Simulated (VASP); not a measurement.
These are PBEsol GGA, VASP's PBE PAW potentials (set 64) (plane waves; VASP 6.6.1) values and carry that method's errors.

VASP ran on this input.

**KPOINTS**
```
Automatic mesh
0
Gamma
9 9 5
0 0 0
```

INCAR:
```
! general
SYSTEM =Li2HfN2
PREC   =Accurate
ENCUT  =520   ! plane-wave cut-off (eV)
LREAL  =.FALSE.   ! projection in real space or not
LASPH  =.TRUE.   ! aspherical one-centre terms

! electronic loop
EDIFF  =1E-7
NELM   =100   ! most electronic steps
ALGO   =Normal   ! blocked Davidson
LMAXMIX=6

! smearing
ISMEAR =-5   ! tetrahedra, Bloechl

! functional
GGA    =PS

! ions
ISIF   =2   ! forces and stress, cell fixed

! output
LWAVE  =.FALSE.
LCHARG =.TRUE.
LORBIT =11   ! lm-projected
NEDOS  =601

! other
LEFG   =.TRUE.
```

File POSCAR:
```
Li2HfN2
1
    3.2239623144     0.0000000000    -0.0000000000
   -1.6119811573     2.7920331120     0.0000000000
   -0.0000000000     0.0000000000     5.4137231546
Li Hf N
2 1 2
Direct
  0.6666670000   0.3333330000   0.3823998135
  0.3333330000   0.6666670000   0.6176001865
  0.0000000000   0.0000000000   1.0000000000
  0.6666670000   0.3333330000   0.7795116537
  0.3333330000   0.6666670000   0.2204883463
```

POTCAR, in this order: Li_sv Hf_pv N (PBE.64 set). Program: vasp_std.

What does the run give for the energy per atom (σ→0)?

```yaml
energy per atom (σ→0): -7625 meV/atom
```

File OSZICAR:
```
...
DAV:   8    -0.381418690738E+02    0.22295E-01   -0.25204E-01  2094   0.387E+00    0.755E+00
DAV:   9    -0.381232510462E+02    0.18618E-01   -0.73317E-02  1958   0.176E+00    0.269E+00
DAV:  10    -0.381233108764E+02   -0.59830E-04   -0.71989E-03  2537   0.540E-01    0.785E-02
DAV:  11    -0.381232205803E+02    0.90296E-04   -0.85759E-04  2119   0.181E-01    0.328E-01
DAV:  12    -0.381232387621E+02   -0.18182E-04   -0.13056E-04  2426   0.791E-02    0.133E-02
DAV:  13    -0.381232389790E+02   -0.21694E-06   -0.16944E-05  2143   0.290E-02    0.240E-02
DAV:  14    -0.381232389710E+02    0.80263E-08   -0.82395E-07  2362   0.719E-03
   1 F= -.38123239E+02 E0= -.38123239E+02  d E =0.000000E+00
```

The structure comes from a computed database's Li2HfN2 entry (P-3m1); how it stands against other phases isn't given here. It was relaxed first.
